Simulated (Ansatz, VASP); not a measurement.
# FeICl (1T-FeClI monolayer): VASP beside Ansatz, part 2 of 2

One calculation is typed for both programs; each brings its own data sets. How far apart do they land? The structure shown is the start of the Ansatz relaxation below; VASP solves that cell, so the two are compared at the walk's first step.

VASP 6.6.1 and Ansatz 0.2.0.

So far: Starting point; Ansatz: relaxation, PBE with D3(BJ).

## 3. VASP: single point, PBE with D3(BJ), start cell

Level of this step: PBE with D3(BJ), spin-polarised from a ferromagnetic start; plane waves and PAW (I, Fe, Cl) (VASP).

The same cell, functional, mesh and smearing now go to VASP, with its own data sets.

Lines of VASP's logs that name or quote its potential files are left out, and so is its time.

File INCAR:

```
SYSTEM = FeICl
PREC = Accurate
ENCUT = 520
EDIFF = 1E-06
NELM = 200
ISMEAR = -1
SIGMA = 0.05
LREAL = .FALSE.
ALGO = Normal
GGA = PE
IVDW = 12
NBANDS = 21
ISPIN = 2
MAGMOM = 0.19 3.4 0.13
LASPH = .TRUE.
LMAXMIX = 4
LORBIT = 11
LWAVE = .FALSE.
LCHARG = .FALSE.
ISIF = 2
LDIPOL = .TRUE.
IDIPOL = 3
DIPOL = 0.5 0.5 0.503
LVHAR = .TRUE.
GGA_COMPAT = .FALSE.
NELMDL = -8
KPAR = 2
```

File POSCAR:

```
FeICl
1.0
    3.6039820000      0.0000000000      0.0000000000
   -1.8019910000      3.1211400000      0.0000000000
    0.0000000000      0.0000000000     36.2293850000
I Fe Cl
1 1 1
Direct
    0.6666666667      0.3333333333      0.4637119841
    0.0000000000      0.0000000000      0.5096286067
    0.3333333333      0.6666666667      0.5362880159
```

File KPOINTS:

```
Automatic mesh
0
Gamma
12 12 1
0 0 0
```

The projector-augmented-wave data sets are I, Fe and Cl (PBE family, release 64).

Run with:

```console
> mpirun -np 2 vasp_std
```

Numbers of over 12 decimals in the logs are rounded to 6 here.

The program printed:

```text
[banner, memory and clock lines left out]
running    2 mpi-ranks, on    1 nodes
 distrk:  each k-point on    1 cores,    2 groups
 distr:  one band on    1 cores,    1 groups

 POSCAR found type information on POSCAR I FeCl
 POSCAR found :  3 types and       3 ions
 LDA part: xc-table for (Slater+PW92), standard interpolation
 POSCAR, INCAR and KPOINTS ok, starting setup
 FFT: planning ... GRIDC
 FFT: planning ... GRID_SOFT
 FFT: planning ... GRID
 WAVECAR not read
 entering main loop
       N       E                     dE             d eps       ncg     rms          rms(c)
DAV:   1     0.181816403012E+03    0.18182E+03   -0.62033E+03  1596   0.698E+02
DAV:   2     0.159185600510E+02   -0.16590E+03   -0.15272E+03  2131   0.168E+02
DAV:   3    -0.119070526177E+02   -0.27826E+02   -0.27167E+02  2240   0.726E+01
DAV:   4    -0.128675400743E+02   -0.96049E+00   -0.95759E+00  2184   0.185E+01
DAV:   5    -0.128951898804E+02   -0.27650E-01   -0.27639E-01  2430   0.301E+00
DAV:   6    -0.128958677398E+02   -0.67786E-03   -0.67784E-03  2341   0.413E-01
DAV:   7    -0.128958754005E+02   -0.76607E-05   -0.76604E-05  2449   0.497E-02
DAV:   8    -0.128958754978E+02   -0.97377E-07   -0.97100E-07  2102   0.530E-03    0.161E+01
DAV:   9    -0.134453288340E+02   -0.54945E+00   -0.15420E+01  2201   0.549E+01    0.215E+01
DAV:  10    -0.120846371313E+02    0.13607E+01   -0.11216E+01  2223   0.514E+01    0.914E+00
DAV:  11    -0.120455388750E+02    0.39098E-01   -0.73027E-01  2086   0.710E+00    0.412E+00
DAV:  12    -0.119817532678E+02    0.63786E-01   -0.44012E-01  2247   0.111E+01    0.179E+00
DAV:  13    -0.120245759857E+02   -0.42823E-01   -0.88629E-02  1960   0.214E+00    0.135E+00
DAV:  14    -0.120226868109E+02    0.18892E-02   -0.26170E-02  2205   0.262E+00    0.404E-01
[...]
DAV:  31    -0.120415744757E+02   -0.31539E-03   -0.51722E-07  1796   0.284E-03    0.188E-03
DAV:  32    -0.120416467478E+02   -0.72272E-04   -0.49490E-08  1853   0.120E-03    0.198E-03
DAV:  33    -0.120416812357E+02   -0.34488E-04   -0.37713E-08  1611   0.136E-03    0.439E-04
DAV:  34    -0.120416915153E+02   -0.10280E-04   -0.14658E-08  1770   0.658E-04    0.791E-04
DAV:  35    -0.120416935466E+02   -0.20312E-05   -0.29260E-09  1714   0.333E-04    0.273E-04
DAV:  36    -0.120416952445E+02   -0.16979E-05   -0.60987E-09  1690   0.325E-04    0.165E-04
DAV:  37    -0.120416962516E+02   -0.10072E-05   -0.65906E-09  1680   0.312E-04    0.130E-04
DAV:  38    -0.120416969291E+02   -0.67748E-06   -0.35857E-09  1548   0.177E-04
   1 F= -.12698145E+02 E0= -.12689717E+02  d E =-.168562E-01  mag=     3.7559
```

From OUTCAR (step 3):

```text
ion  position               nearest neighbor table
   1  0.667  0.333  0.464-   2 2.66   2 2.66   2 2.66
   2  0.000  0.000  0.510-   3 2.29   3 2.29   3 2.29   1 2.66   1 2.66   1 2.66
   3  0.333  0.667  0.536-   2 2.29   2 2.29   2 2.29

  LATTYP: Found a hexagonal cell.
 ALAT       =     3.6039820000
 C/A-ratio  =    10.0525987644

 Subroutine GETGRP returns: Found  6 space group operations
 (whereof  6 operations were pure point group operations)

The static configuration has the point symmetry C_3v.

 Found     19 irreducible k-points:

   k-points           NKPTS =     19   k-points in BZ     NKDIM =     19   number of bands    NBANDS=     21

   dimension x,y,z NGX =    28 NGY =   28 NGZ =  270
   dimension x,y,z NGXF=    56 NGYF=   56 NGZF=  540

   ENCUT  =  520.0 eV  38.22 Ry    6.18 a.u.   6.70  6.70 67.36*2*pi/ulx,y,z

   NELECT =      22.0000    total number of electrons

 k-points in reciprocal lattice and weights: Automatic mesh
   0.00000000  0.00000000  0.00000000       0.007
   0.08333333  0.00000000  0.00000000       0.042
   0.16666667  0.00000000  0.00000000       0.042
   0.25000000  0.00000000  0.00000000       0.042
   0.33333333 -0.00000000  0.00000000       0.042
   0.41666667  0.00000000  0.00000000       0.042
   0.50000000  0.00000000  0.00000000       0.021
   0.08333333  0.08333333  0.00000000       0.042
   0.16666667  0.08333333  0.00000000       0.083
[...]
0.33333333  0.25000000  0.00000000       0.083
   0.33333333  0.33333333  0.00000000       0.014

 dipolmoment           0.000000      0.000000      0.001688 electrons x Angstroem

 average (electrostatic) potential at core
       1 -99.3927       2 -52.8580       3 -99.9483

 E-fermi :  -3.0377

 spin component 1
 k-point     1 :       0.0000    0.0000    0.0000
  band No.  band energies     occupation
    ...
      7      -5.9732      1.00000
      8      -5.9732      1.00000
      9      -5.2717      1.00000
     10      -4.7835      1.00000
     11      -4.7835      1.00000
     12      -2.7256      0.00194
     13      -2.7256      0.00194
     14       0.0188      0.00000
     15       1.1980      0.00000
     16       1.4261      0.00000
    ...

 k-point     2 :       0.0833    0.0000    0.0000
  band No.  band energies     occupation
    ...
      8      -6.0379      1.00000
      9      -5.4260      1.00000
     10      -4.8034      1.00000
     11      -4.7890      1.00000
     12      -3.1245      0.85032
     13      -2.8114      0.01071
     14       0.2658      0.00000
     15       1.2885      0.00000
     16       1.6015      0.00000
     17       1.8472      0.00000
    ...

 k-point     3 :       0.1667    0.0000    0.0000
  band No.  band energies     occupation
    ...
      8      -6.1858      1.00000
      9      -5.5611      1.00000
     10      -4.8538      1.00000
     11      -4.8443      1.00000
     12      -3.8720      1.00000
     13      -2.9911      0.28257
     14       0.8233      0.00000
     15       1.5226      0.00000
     16       1.9529      0.00000
     17       2.1632      0.00000
    ...

 k-point     4 :       0.2500    0.0000    0.0000
  band No.  band energies     occupation
    ...
      9      -5.5940      1.00000
     10      -5.0875      1.00000
     11      -5.0347      1.00000
     12      -4.2129      1.00000
     13      -3.1370      0.87946
     14       1.2371      0.00000
     15       1.6977      0.00000
     16       2.0482      0.00000
     17       2.6658      0.00000
     18       2.8387      0.00000
    ...

 k-point     5 :       0.3333   -0.0000    0.0000
  band No.  band energies     occupation
    ...
      9      -5.7956      1.00000
     10      -5.3106      1.00000
     11      -5.2948      1.00000
     12      -4.0489      1.00000
     13      -3.2099      0.96909
     14       0.8382      0.00000
     15       2.0217      0.00000
     16       2.4293      0.00000
     17       3.0912      0.00000
     18       3.4181      0.00000
    ...

 k-point     6 :       0.4167    0.0000    0.0000
  band No.  band energies     occupation
    ...
      9      -5.9260      1.00000
     10      -5.5310      1.00000
     11      -5.4438      1.00000
     12      -3.8016      1.00000
     13      -3.2371      0.98180
     14       0.4491      0.00000
     15       1.9737      0.00000
     16       2.7309      0.00000
     17       3.4765      0.00000
     18       4.0200      0.00000
    ...

 Edisp (eV)   -0.65645

  Total       4.98293     4.98293     4.79990    -0.00000     0.00000     0.00000
  in kB      19.59019    19.59019    18.87061    -0.00000     0.00000     0.00000
  external pressure =       19.35 kB  Pullay stress =        0.00 kB

  energy-cutoff  :      520.00
  volume of cell :      407.53
      direct lattice vectors                 reciprocal lattice vectors
     3.603982000  0.000000000  0.000000000     0.277470864  0.160197876  0.000000000
    -1.801991000  3.121140000  0.000000000     0.000000000  0.320395753  0.000000000
     0.000000000  0.000000000 36.229385000     0.000000000  0.000000000  0.027601904

 POSITION                                       TOTAL-FORCE (eV/Angst)
 -----------------------------------------------------------------------------------
      1.80199      1.04038     16.80000        -0.000000      0.000000     -1.644887
      0.00000      0.00000     18.46353         0.000000     -0.000000     -0.506331
     -0.00000      2.08076     19.42938         0.000000      0.000000      2.151218
 -----------------------------------------------------------------------------------
    total drift:                                0.000000     -0.000000     -0.000290

  FREE ENERGIE OF THE ION-ELECTRON SYSTEM (eV)
  ---------------------------------------------------
  free  energy   TOTEN  =       -12.6981450031 eV

  energy  without entropy=      -12.6812888486  energy(sigma->0) =      -12.68971693

 vacuum level on the upper side and lower side of the slab         1.697         1.670

 total charge
# of ion       s       p       d       tot
------------------------------------------
    1        1.523   2.795   0.049   4.367
    2        0.342   0.419   6.225   6.987
    3        1.599   3.565   0.000   5.164
--------------------------------------------------
tot          3.464   6.780   6.274  16.518

 magnetization (x)
# of ion       s       p       d       tot
------------------------------------------
    1        0.015   0.166   0.005   0.186
    2        0.017   0.027   3.151   3.195
    3        0.013   0.125   0.000   0.139
--------------------------------------------------
tot          0.045   0.318   3.156   3.519

[... 6 further parts left out ...]
```

## 4. Differences

Known differences besides the potentials themselves: VASP starts from the moments at which Ansatz ended; Ansatz cuts the interaction across the vacuum, VASP repeats the sheet with a dipole correction; the data sets hold 40 valence electrons in Ansatz (on its PAW soft_1 files) and 22 in VASP; the cutoff is 420 eV in Ansatz and 520 eV in VASP. Total energies have different zeros and are not compared.

Forces (eV/Å; atoms numbered as in POSCAR):

```tsv
atom	Ansatz x, y, z	VASP x, y, z
I1	0.000, 0.000, -1.651	0.000, 0.000, -1.645
Fe2	0.000, 0.000, -0.485	0.000, 0.000, -0.506
Cl3	0.000, 0.000, 2.136	0.000, 0.000, 2.151
```

The forces differ by 8.8 meV/Å r.m.s., which is 1.0 % of the r.m.s. force of 0.918 eV/Å (both taken over all components). Moments aren't recorded for both runs of this pair, so they may hold unlike magnetic states. With vacuum in the cell, a pressure given here is an average over mostly empty space and none of the material.

## 5. Summary of results

| Quantity | Value |
| --- | --- |
| r.m.s. force difference (single point, PBE with D3(BJ), start cell) | 0.96 % of the r.m.s. force |

The r.m.s. force difference is 0.96 % of the r.m.s. force (single point, PBE with D3(BJ), start cell), within the 3 % picked in this series as the mark of a large difference. The data sets hold unlike numbers of valence electrons (40 in Ansatz and 22 in VASP), so part of the differences comes from the potentials. 1 further run of this series is not shown here. How closely two codes agree says nothing of how well the functional describes the real material.

[Lines on the potential files, build, host, timing and source positions are cut from VASP's logs without a mark.]

[Logs are printed without paths, hosts, clocks, repeated set-up lines and the standing remarks that a program may print on its own settings, such as how far it seeks lower states.]

[Hosts, paths, dates, database ids (printed as entryN), source tags and the programs' standing remarks are cut or masked in the printed files.]
